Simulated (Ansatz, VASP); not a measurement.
## AlRu: VASP beside Ansatz

One calculation is typed for both programs; each brings its own data sets. How far apart do they land? The cell is taken from a series of runs on this material, whose earlier steps may have relaxed, scaled, displaced or heated it; both programs get it as it stands.

Method: plane waves, with VASP 6.6.1 beside it; single point at PBE and zone-centre phonons at PBE, in Ansatz 0.2.0.

**1. Starting point**

It takes space group Pm-3m (No. 221, cubic). Conventional cell: a = 2.992 Å, b = 2.992 Å, c = 2.992 Å, α = 90.00°, β = 90.00°, γ = 90.00°. Al has 8 Ru at 2.59 Å nearest. Ru has 8 Al at 2.59 Å nearest. Farther neighbours are not listed.

As a file:

```xyz
2
Lattice="2.9916 0.0000 0.0000 0.0000 2.9916 0.0000 0.0000 0.0000 2.9916" Properties=species:S:1:pos:R:3 pbc="T T T"
Al    0.0000    0.0000    0.0000
Ru    1.4958    1.4958    1.4958
```

**2. VASP: single point, PBE**

With cell and atoms fixed, the geometry can't cause a difference; cores, projectors, grids and the points listed under the comparison can.

Lines of VASP's logs that name or quote its potential files are left out, and so is its time.

Input file INCAR:

```
SYSTEM = AlRu
PREC = Accurate
ENCUT = 500
EDIFF = 1E-06
NELM = 120
ISMEAR = 0
SIGMA = 0.1
LREAL = .FALSE.
ALGO = Normal
GGA = PE
NBANDS = 14
LASPH = .TRUE.
LORBIT = 11
LWAVE = .FALSE.
LCHARG = .FALSE.
ISIF = 2
GGA_COMPAT = .FALSE.
```

Input file POSCAR:

```
AlRu
1.0
    2.9916000000      0.0000000000      0.0000000000
    0.0000000000      2.9916000000      0.0000000000
    0.0000000000      0.0000000000      2.9916000000
Al Ru
1 1
Direct
    0.0000000000      0.0000000000      0.0000000000
    0.5000000000      0.5000000000      0.5000000000
```

Input file KPOINTS:

```
Automatic mesh
0
Gamma
6 6 6
0 0 0
```

PAW data sets: Al and Ru_pv (PBE family, release 64).

The run is started by

```console
$ mpirun -np 1 vasp_std
```

Numbers of over 12 decimals in the logs are rounded to 6 here.

The program printed:

```text
[banner, memory and clock lines left out]
running    1 mpi-ranks, on    1 nodes
 distrk:  each k-point on    1 cores,    1 groups
 distr:  one band on    1 cores,    1 groups

 POSCAR found type information on POSCAR AlRu
 POSCAR found :  2 types and       2 ions
 LDA part: xc-table for (Slater+PW92), standard interpolation
 POSCAR, INCAR and KPOINTS ok, starting setup
 FFT: planning ... GRIDC
 FFT: planning ... GRID_SOFT
 FFT: planning ... GRID
 WAVECAR not read
 entering main loop
       N       E                     dE             d eps       ncg     rms          rms(c)
DAV:   1     0.105647736202E+03    0.10565E+03   -0.94185E+03   584   0.110E+03
DAV:   2    -0.131782531357E+02   -0.11883E+03   -0.11275E+03   626   0.306E+02
DAV:   3    -0.149133875795E+02   -0.17351E+01   -0.17281E+01   668   0.391E+01
DAV:   4    -0.149278779816E+02   -0.14490E-01   -0.14489E-01   692   0.362E+00
DAV:   5    -0.149281263214E+02   -0.24834E-03   -0.24833E-03   728   0.402E-01    0.122E+01
DAV:   6    -0.143404963027E+02    0.58763E+00   -0.24895E+00   572   0.185E+01    0.223E+00
DAV:   7    -0.142756400293E+02    0.64856E-01   -0.18255E-01   578   0.518E+00    0.199E+00
DAV:   8    -0.142586883818E+02    0.16952E-01   -0.19846E-02   674   0.134E+00    0.191E-01
DAV:   9    -0.142584717201E+02    0.21666E-03   -0.98614E-04   688   0.240E-01    0.132E-01
DAV:  10    -0.142584671393E+02    0.45808E-05   -0.58457E-05   688   0.868E-02    0.217E-02
DAV:  11    -0.142584641511E+02    0.29882E-05   -0.73087E-06   692   0.316E-02    0.478E-03
DAV:  12    -0.142584634708E+02    0.68030E-06   -0.15133E-07   438   0.367E-03
   1 F= -.14258463E+02 E0= -.14251881E+02  d E =-.131640E-01
```

From OUTCAR (step 2):

```text
ion  position               nearest neighbor table
   1  0.000  0.000  0.000-   2 2.59   2 2.59   2 2.59   2 2.59   2 2.59   2 2.59   2 2.59   2 2.59

  LATTYP: Found a simple cubic cell.
 ALAT       =     2.9916000000

 Subroutine GETGRP returns: Found 48 space group operations
 (whereof 48 operations were pure point group operations)

The static configuration has the point symmetry O_h .

 Found     20 irreducible k-points:

   k-points           NKPTS =     20   k-points in BZ     NKDIM =     20   number of bands    NBANDS=     14

   dimension x,y,z NGX =    24 NGY =   24 NGZ =   24
   dimension x,y,z NGXF=    48 NGYF=   48 NGZF=   48

   ENCUT  =  500.0 eV  36.75 Ry    6.06 a.u.   5.45  5.45  5.45*2*pi/ulx,y,z

   NELECT =      17.0000    total number of electrons

 k-points in reciprocal lattice and weights: Automatic mesh
   0.00000000  0.00000000  0.00000000       0.005
   0.16666667  0.00000000  0.00000000       0.028
   0.33333333  0.00000000  0.00000000       0.028
   0.50000000  0.00000000  0.00000000       0.014
   0.16666667  0.16666667  0.00000000       0.056
   0.33333333  0.16666667  0.00000000       0.111
   0.50000000  0.16666667  0.00000000       0.056
   0.33333333  0.33333333  0.00000000       0.056
   0.50000000  0.33333333  0.00000000       0.056
[...]
0.50000000  0.50000000  0.33333333       0.028
   0.50000000  0.50000000  0.50000000       0.005

 average (electrostatic) potential at core
       1 -68.6212       2 -68.1443

 E-fermi :  10.5880

 k-point     1 :       0.0000    0.0000    0.0000
  band No.  band energies     occupation
    ...
      2     -31.0620      2.00000
      3     -31.0620      2.00000
      4       1.0400      2.00000
      5       7.1579      2.00000
      6       7.1579      2.00000
      7      10.8838      0.00003
      8      10.8838      0.00003
      9      10.8838      0.00003
     10      16.7882      0.00000
     11      16.7882      0.00000
    ...

 k-point     2 :       0.1667    0.0000    0.0000
  band No.  band energies     occupation
    ...
      4       1.5651      2.00000
      5       7.2867      2.00000
      6       7.3369      2.00000
      7      10.3188      1.99986
      8      10.3188      1.99986
      9      10.9450      0.00000
     10      14.9186      0.00000
     11      17.7603      0.00000
     12      17.7603      0.00000
     13      20.6502      0.00000
    ...

 k-point     3 :       0.3333    0.0000    0.0000
  band No.  band energies     occupation
    ...
      4       3.0162      2.00000
      5       6.8594      2.00000
      6       7.7350      2.00000
      7       9.4579      2.00000
      8       9.4579      2.00000
      9      11.0709      0.00000
     10      13.1892      0.00000
     11      18.9286      0.00000
     12      19.8508      0.00000
     13      19.8508      0.00000
    ...

  Total        0.4179238      0.4179238      0.4179238      0.0000000      0.0000000      0.0000000
  in kB       25.0090440     25.0090440     25.0090440      0.0000000      0.0000000      0.0000000
  external PRESSURE =      25.0090440 kB  Pullay stress =       0.0000000 kB

  energy-cutoff  :      500.00
  volume of cell :       26.77
      direct lattice vectors                 reciprocal lattice vectors
     2.991600000  0.000000000  0.000000000     0.334269287  0.000000000  0.000000000
     0.000000000  2.991600000  0.000000000     0.000000000  0.334269287  0.000000000
     0.000000000  0.000000000  2.991600000     0.000000000  0.000000000  0.334269287

 POSITION                                       TOTAL-FORCE (eV/Angst)
 -----------------------------------------------------------------------------------
      0.00000      0.00000      0.00000         0.000000      0.000000      0.000000
      1.49580      1.49580      1.49580         0.000000      0.000000      0.000000
 -----------------------------------------------------------------------------------
    total drift:                                0.000000     -0.000000     -0.000000

  FREE ENERGIE OF THE ION-ELECTRON SYSTEM (eV)
  ---------------------------------------------------
  free  energy   TOTEN  =       -14.2584634708 eV

  energy  without entropy=      -14.2452994558  energy(sigma->0) =      -14.25188146

 total charge
# of ion       s       p       d       tot
------------------------------------------
    1        0.391   0.416   0.000   0.807
    2        0.344   6.245   6.196  12.784
--------------------------------------------------
tot          0.735   6.660   6.196  13.590

[... 3 further parts left out ...]
```

The run ends at a pressure of 2.50 GPa.

**3. Ansatz: single point, PBE**

Ansatz runs on its PAW soft_1 files.

The same cell, functional, mesh and smearing now go to Ansatz, which takes its cutoff from its data sets.

Input file input.yaml:

```yaml
crystal:
  lattice:
    - [2.9916, 0.0, 0.0]
    - [0.0, 2.9916, 0.0]
    - [0.0, 0.0, 2.9916]
  atoms:
    - { symbol: Al, position: [0.0, 0.0, 0.0] }
    - { symbol: Ru, position: [0.5, 0.5, 0.5] }
kpoints:
  mp_grid: { grid: [6, 6, 6] }
hamiltonian:
  xc: pbe
  pseudopotentials: { kind: paw, azcp: { folder: soft_1 } }
scf:
  occupations: { method: gaussian, width: 0.1 }
output:
  forces: true
  stress: true
  eigenvalues: true
```

The run is started by

```console
$ ansatz run input.yaml --threads 16 --pin off --max-ram 92160MiB --backend cuda --events-out ev --progress --plain --runs-dir out --max-vram 78GiB
```

The program printed:

```text
Engine: ansatz 0.2.0, aarch64-unknown-linux-gnu
Pseudopotentials: kind: paw
Pseudopotential: Al, paw, valence charge 3, recommended cutoff 420 eV (normal), soft_1/Al.paw.azcp
Pseudopotential: Ru, paw, valence charge 16, recommended cutoff 420 eV (normal), soft_1/Ru.paw.azcp
Functional definition: PBE
  parameter kappa = 0.804
  parameter beta = 0.066725
  exchange = pbe_x(kappa = kappa, mu = beta*pi^2/3)
  correlation = pbe_c(beta = beta)
device memory: the entry about to start is reckoned to put 0.6 GiB on a device that reports 179.1 GiB free (of which the cap on the GPU budget leaves the run 78.0 GiB)
GPU FFT provider: cuFFT
GPU libraries: cuBLAS 13.8.1, cuFFT 12.4.0, cuSOLVER 12.3.2
GPU matrix products: emulated (plane waves: as basis.precision tells), large ones in fixed point in workspaces of 1.00 GiB
Crystal: 2 atoms, lattice volume = 26.774 Å³
Basis set: ecut = 420 eV, 485 PW (Γ), exchange–correlation on 40×40×40 points (8 copies of the dense FFT grid, shifted against one another)
Bands: 14, of which v1, the nominal top of the filled ones, is band 10 counted from 1 (9 counted from 0)
Symmetry: 48 space group operations
Space group: Pm-3m (ITA 221), of the structure as read, at distance tolerance 3.0e-5 Å
k-points: 20 of 216
Non-local potential: Al, projectors of the file, l = 0: 2, l = 1: 2, l = 2: 1
Non-local potential: Ru, projectors of the file, l = 0: 3, l = 1: 2, l = 2: 2, l = 3: 1
PAW form: soft (Blöchl's): semilocal exchange-correlation on the pseudo side does not see the compensation charge
PAW one-centre angular grid: Al, 110 points (default); XC on 64 Gauss nodes
PAW one-centre angular grid: Ru, 590 points (default); XC on 64 Gauss nodes
Initial density: superposition of atomic densities (chi_scale 0.1, normalization cell, long waves kept (reshape's long-wave potential 0.00 eV rms))
Initial wavefunctions: pseudopotential atomic-orbital guess
GPU buffer pool allocated for 8000 grid points (all kernels)
GPU transforms: local potential and band sums: pruned to the plane-wave sphere, on 20×20×20
Functional: x = pbe(κ = 0.804, μ = 0.219515), c = pbe(β = 0.066725)
SCF iter   1: F=—  HF=-6418.392183 eV  |F-HF|=—  |Δ(HF+E_count)|=         —  Δρ=1.10e-1  dr2=3.88e0  ethr=3.10e-3  ⟨swp⟩=4.2  Hψ=1439  notcnv=0
preconditioner: auto → none  [metal: Δε(μ)=0.038 eV  Ē_g=8.746 eV  σ=0.100 eV  W_gap=0.21  n_scr=6 (ndim 8)  ℏωp=23.8 eV  f_vac=0.000  D(μ)=2.82/eV (n_scr^D=32)  sad-step TF]
SCF iter   2: F=—  HF=-6417.878139 eV  |F-HF|=—  |Δ(HF+E_count)|=   5.14e-1  Δρ=6.81e-2  dr2=1.58e0  ethr=3.10e-3  ⟨swp⟩=2.4  Hψ=575  notcnv=0
SCF iter   3: F=—  HF=-6417.517897 eV  |F-HF|=—  |Δ(HF+E_count)|=   3.60e-1  Δρ=7.58e-3  dr2=2.23e-2  ethr=3.10e-3  ⟨swp⟩=2.0  Hψ=457  notcnv=0
SCF iter   4: F=—  HF=-6417.513830 eV  |F-HF|=—  |Δ(HF+E_count)|=   4.07e-3  Δρ=1.42e-3  dr2=6.14e-4  ethr=1.17e-4  ⟨swp⟩=1.0  Hψ=440  notcnv=0
SCF iter   5: F=—  HF=-6417.513721 eV  |F-HF|=—  |Δ(HF+E_count)|=   1.09e-4  Δρ=1.58e-4  dr2=6.39e-6  ethr=3.23e-6  ⟨swp⟩=2.0  Hψ=335  notcnv=0
SCF iter   6: F=—  HF=-6417.513728 eV  |F-HF|=—  |Δ(HF+E_count)|=   7.42e-6  Δρ=1.12e-5  dr2=2.00e-8  ethr=5.26e-10  ⟨swp⟩=4.1  Hψ=1802  notcnv=0
SCF iter   7: F=-6417.513728 eV  HF=-6417.513728 eV  |F-HF|=1.36e-11  |Δ(HF+E_count)|=  7.90e-10  Δρ=5.84e-7  dr2=2.52e-11  ethr=1.05e-10  ⟨swp⟩=1.9  Hψ=844  notcnv=0
SCF 1 converged in 7 iterations: F = -6417.513728 eV  dr2 = 2.52e-11
  greatest PAW one-centre occupation: 1.000 electrons in one spin orbital (limit 2), on the Ru atom at site 1 (counted from 0), in its partial waves of l = 0
SCF converged after 7 iterations
Free energy (F): -6417.513728 eV
Harris-Foulkes:  -6417.513728 eV  (|F-HF|=1.36e-11)
Internal energy: -6417.500623 eV  (E = F + TS)
E sigma→0 (E₀):  -6417.507176 eV
Entropy (-TS):   -0.013105 eV (-6.553 meV/atom)
Fermi energy:    15.875798 eV
--- Per-component energies (eV) ---
  E_band       = -122.040480
  E_kinetic    = 487.942196
  E_local      = -1810.965304  (includes V_loc(G=0)·N_el)
  E_nonlocal   = 425.223280
  E_hartree    = 657.155193
  E_xc         = -209.417762
  E_vxc        = -246.414598  (∫ρ·V_xc dr)
  E_paw        = -3972.615123  (= ΣΔE_a)
  E_vpaw       = -292.137187  (= ΣTr[D̂ρ^β])
  E_aug_tail   = 0.000671  (compensation charges beyond the density's cutoff)
  E_ewald      = -1994.823776
  E_smearing   = -0.013105  (= −TS)
  E_closure    = -0.000000  (closes the sum)
  Σ components = -6417.513728   (vs F -6417.513728, Δ=0.00e0)
--- Forces (eV/Å), atoms counted from 1 ---
  atom   1  Al     0.00000000     0.00000000     0.00000000
  atom   2  Ru     0.00000000    -0.00000000     0.00000000
  max |Σ_I F_I| component: 6.06e-28 eV/Å
--- Stress (GPa, compression-positive) ---
        2.469993      -0.000000       0.000000
        0.000000       2.469993       0.000000
       -0.000000      -0.000000       2.469993
  P = ⅓ Tr σ = 2.4700 GPa (24.700 kbar)
--- Band table (eV; the first three rows and the last of 20) ---
  k-point 0: bands = [... 6 lower, 12.4439, 16.1714, 16.1714, 16.1714, 22.0808, 22.0808, 22.0808, 26.9300]
  k-point 1: bands = [... 6 lower, 12.6231, 15.6073, 15.6073, 16.2330, 20.2115, 23.0481, 23.0481, 25.8918]
  k-point 2: bands = [... 6 lower, 13.0216, 14.7469, 14.7469, 16.3597, 18.4811, 24.1769, 25.1239, 25.1239]
  k-point 19: bands = [... 6 lower, 11.3700, 17.6357, 17.6357, 18.5784, 20.1356, 20.1356, 20.1356, 24.5264]
```

The run ends at a pressure of 2.47 GPa.

**4. Comparison**

Known differences besides the potentials themselves: the data sets hold 19 valence electrons in Ansatz (on its PAW soft_1 files) and 17 in VASP; the cutoff is 420 eV in Ansatz and 500 eV in VASP. Total energies have different zeros and are not compared.

The two programs side by side:

```
      quantity  Ansatz  VASP  difference
pressure (GPa)    2.47  2.50       -0.03
```

(Continued in part 2 of 2.)

[Lines on the potential files, build, host, timing and source positions are cut from VASP's logs without a mark.]

[Logs are printed without paths, hosts, clocks, repeated set-up lines and the standing remarks that a program may print on its own settings, such as how far it seeks lower states.]

[Hosts, paths, dates, database ids (printed as entryN), source tags and the programs' standing remarks are cut or masked in the printed files.]
